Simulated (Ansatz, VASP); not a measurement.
# Cross-check of SnSeS between VASP and Ansatz, part 2 of 2

One calculation is typed for both programs; each brings its own data sets. How far apart do they land? The cell is taken from a series of runs on this material, whose earlier steps may have relaxed, scaled, displaced or heated it; both programs get it as it stands.

VASP 6.6.1 and Ansatz 0.2.0.

So far: Starting point; VASP: single point, PBEsol; Ansatz: single point, PBEsol; Comparison.

## 5. VASP: single point, PBEsol, spin-orbit coupling

Level of this step: PBEsol, spin-orbit coupling; plane waves and PAW (Sn_d, S, Se) (VASP).

A single point gives forces, pressure and levels at one fixed geometry, so differences don't come from the geometry; what else differs is listed under the comparison.

INCAR reads:

```
SYSTEM = SnSeS
PREC = Accurate
ENCUT = 400
EDIFF = 1E-06
NELM = 200
ISMEAR = -1
SIGMA = 0.02
LREAL = .FALSE.
ALGO = Normal
GGA = PS
LNONCOLLINEAR = .TRUE.
MAGMOM = 0 0 0 0 0 0 0 0 0
NBANDS = 38
GGA_COMPAT = .FALSE.
LASPH = .TRUE.
LSORBIT = .TRUE.
LORBIT = 11
LWAVE = .FALSE.
LCHARG = .FALSE.
ISIF = 2
LDIPOL = .TRUE.
IDIPOL = 3
DIPOL = 0.5 0.5 0.501
LVHAR = .TRUE.
EFERMI = MIDGAP
NELMDL = -8
KPAR = 2
```

POSCAR reads:

```
SnSeS
1.0
    3.6969576326      0.0000000000      0.0000000000
   -1.8484788163      3.2016592265      0.0000000000
    0.0000000000      0.0000000000     29.3000000000
Sn S Se
1 1 1
Direct
    0.0000000000      0.0000000000      0.5026077827
    0.3333333333      0.6666666667      0.5523910675
    0.6666666667      0.3333333333      0.4476089325
```

KPOINTS reads:

```
Automatic mesh
0
Gamma
6 6 1
0 0 0
```

PAW data sets: Sn_d, S and Se (PBE family, release 64).

Started as:

```console
mpirun -np 2 vasp_ncl
```

Numbers of over 12 decimals in the logs are rounded to 6 here.

The log of the run:

```text
[banner, memory and clock lines left out]
running    2 mpi-ranks, on    1 nodes
[...]
[... a notice as in an earlier step ...]

 LDA part: xc-table for (Slater+PW92), standard interpolation
 POSCAR, INCAR and KPOINTS ok, starting setup
[...]
entering main loop
       N       E                     dE             d eps       ncg     rms          rms(c)
DAV:   1     0.176203796857E+03    0.17620E+03   -0.92449E+03   952   0.855E+02
DAV:   2     0.986068763921E+01   -0.16634E+03   -0.16187E+03  1030   0.216E+02
DAV:   3    -0.130563769681E+02   -0.22917E+02   -0.22750E+02   948   0.978E+01
DAV:   4    -0.139563278456E+02   -0.89995E+00   -0.89452E+00   988   0.228E+01
[...]
DAV:  25    -0.135941522375E+02   -0.28162E-05   -0.40853E-08   646   0.713E-04    0.293E-04
DAV:  26    -0.135941535949E+02   -0.13574E-05   -0.20128E-08   682   0.459E-04    0.288E-04
DAV:  27    -0.135941541184E+02   -0.52344E-06   -0.47427E-09   656   0.284E-04
   1 F= -.13594154E+02 E0= -.13594154E+02  d E =-.791655E-09  mag=     0.0000     0.0000     0.0000
```

From OUTCAR (step 5):

```text
  Total        0.6132212      0.6132212      0.1470785      0.0000000      0.0000000      0.0000000
  in kB        2.8329607      2.8329607      0.6794738      0.0000000      0.0000000      0.0000000
  external PRESSURE =       2.1151317 kB  Pullay stress =       0.0000000 kB

 POSITION                                       TOTAL-FORCE (eV/Angst)
 -----------------------------------------------------------------------------------
      0.00000      0.00000     14.72641        -0.000000      0.000000      0.020627
     -0.00000      2.13444     16.18506        -0.000000      0.000000      0.046168
      1.84848      1.06722     13.11494         0.000000      0.000000     -0.066796
 -----------------------------------------------------------------------------------
    total drift:                               -0.000000      0.000000     -0.000117

  FREE ENERGIE OF THE ION-ELECTRON SYSTEM (eV)
  ---------------------------------------------------
  free  energy   TOTEN  =       -13.5941541184 eV

  energy  without entropy=      -13.5941541176  energy(sigma->0) =      -13.59415412

 magnetization (x)
# of ion       s       p       d       tot
------------------------------------------
    1        0.000   0.000   0.000   0.000
    2        0.000   0.000   0.000   0.000
    3       -0.000   0.000   0.000  -0.000
--------------------------------------------------
tot         -0.000   0.000   0.000  -0.000

 magnetization (y)
# of ion       s       p       d       tot
------------------------------------------
    1        0.000   0.000   0.000   0.000
    2        0.000   0.000   0.000   0.000
    3        0.000   0.000   0.000   0.000
--------------------------------------------------
tot          0.000   0.000   0.000   0.000

 magnetization (z)
# of ion       s       p       d       tot
------------------------------------------
    1        0.000   0.000  -0.000   0.000
    2        0.000   0.000   0.000   0.000
    3       -0.000   0.000  -0.000   0.000
--------------------------------------------------
tot          0.000   0.000  -0.000   0.000

[... 1 part as in an earlier step ...]

[... 2 further parts left out ...]
[key lines of the parts left out:]
E-fermi :  -3.3647
```

## 6. Ansatz: single point, PBEsol, spin-orbit coupling

The same cell, functional, mesh and smearing now go to Ansatz, which takes its cutoff from its data sets.

The cell is taken from a series of runs on this material, whose earlier steps may have relaxed, scaled, displaced or heated it; both programs get it as it stands.

input.yaml reads:

```yaml
crystal:
  lattice:
    - [3.6969576326, 0.0, 0.0]
    - [-1.8484788163, 3.2016592265, 0.0]
    - [0.0, 0.0, 29.3]
  atoms:
    - { symbol: Sn, position: [0.0, 0.0, 0.5026077827] }
    - { symbol: S, position: [0.3333333333, 0.6666666667, 0.5523910675] }
    - { symbol: Se, position: [0.6666666667, 0.3333333333, 0.4476089325] }
  periodic: [true, true, false]
kpoints:
  mp_grid: { grid: [6, 6, 1] }
  band_path:
    path: [[0.0, 0.0, 0.0], [0.5, 0.0, 0.0], [0.3333333333, 0.3333333333, 0.0]]
    npoints: 1
hamiltonian:
  xc: pbesol
  pseudopotentials: { kind: paw_fr, azcp: { folder: soft_1 }, xc_functional: pbe }
scf:
  occupations: { method: fermi_dirac, width: 0.02 }
  n_extra_bands: 10
magnetization:
  noncollinear: true
  spin_orbit: true
output:
  eigenvalues: true
  write_density: true
  write_potential: true
  elf: true
  volumetric_format: npy
```

Started as:

```console
ansatz run input.yaml --threads 4 --pin off --max-ram 17510MiB --backend cpu --events-out ev --progress --plain --runs-dir out
```

The log of the run:

```text
[...]
non-collinear run that drives no moment, with spin-orbit: no starting moment large enough to seed its density (crystal.atoms[].spin), no starting occupations that ask for one, no magnetisation constraint and no magnetic field, so the semilocal B_xc is pinned to zero
Crystal: 3 atoms, lattice volume = 346.806 Å³
Basis set: ecut = 420 eV, 6829 PW (Γ)
[...]
k-point 1: bands = [... 32 lower, -7.2731, -7.2189, -6.1647, -6.1581, -3.6800, -3.6357, -2.1198, -2.0453, ... 6 higher]
  k-point 2: bands = [... 32 lower, -7.0529, -7.0494, -6.4293, -6.4273, -4.6640, -4.6312, -1.8451, -1.8060, ... 6 higher]
  k-point 6: bands = [... 32 lower, -7.3064, -7.2035, -7.0835, -7.0639, -4.1280, -4.0569, -0.8596, -0.7541, ... 6 higher]
  ° read free of the cell's end (the report's vacuum.weakly_bound_levels)
[key lines of the parts left out:]
SCF converged after 9 iterations
Magnetization: |M| = 0.0000 μB,  M = (+0.0000, +0.0000, +0.0000) μB
Free energy (F): -12262.259853 eV
Fermi energy:    -5.575393 eV
```

## 7. Comparison

What differs besides the data sets and the points named for the pairs above, as far as they apply: spin-orbit coupling enters by fully relativistic files in Ansatz and inside the spheres in VASP; the data sets hold 36 valence electrons in Ansatz (on its PAW fully relativistic soft_1 files) and 26 in VASP. Total energies have different zeros and are not compared.

Both answers:

```tsv
quantity	Ansatz	VASP	difference
gap on the k mesh (eV)	0.737	0.734	+0.003
```

A gap on the mesh is an upper bound, since the band edges may lie between its points. With vacuum in the cell, a pressure given here is an average over mostly empty space and none of the material.

## 8. Summary of results

| Quantity | Value |
| --- | --- |
| difference in gap on the k mesh (single point, PBEsol) | 0.0030 eV |
| difference in gap on the k mesh (single point, PBEsol, spin-orbit coupling) | 0.0029 eV |

What this shows: The difference in gap on the k mesh is 0.0030 eV (single point, PBEsol), within the 0.08 eV picked in this series as the mark of a large difference. The data sets hold unlike numbers of valence electrons (36 in Ansatz and 26 in VASP), so part of the differences comes from the potentials. How closely two codes agree says nothing of how well the functional describes the real material.

[Lines on the potential files, build, host, timing and source positions are cut from VASP's logs without a mark.]

[Logs are printed without paths, hosts, clocks, repeated set-up lines and the standing remarks that a program may print on its own settings, such as how far it seeks lower states.]

[Hosts, paths, dates, database ids (printed as entryN), source tags and the programs' standing remarks are cut or masked in the printed files.]
